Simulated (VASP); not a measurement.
Data:

```xyz
1
Lattice="0.0000 3.0097 3.0097 3.0097 0.0000 3.0097 3.0097 3.0097 0.0000" Properties=species:S:1:pos:R:3 pbc="T T T"
Sr     0.0000     0.0000     0.0000
```

These are PBE GGA, VASP's PBE PAW potentials (set 64) (plane waves; VASP) values and carry that method's errors. Settings: 480 eV cut-off, 7×7×7 Γ-centred mesh, Gaussian smearing of 0.050 eV, potentials Sr_sv.

Question: What does the run give for the energy per atom (σ→0)?

Answer: 
* **energy per atom (σ→0)**: -1.636 eV/atom

The absolute energy has meaning only against runs of the same code, potentials and settings.

The compound is Sr in the fcc structure. It was relaxed first. The start is the result of an earlier pass.
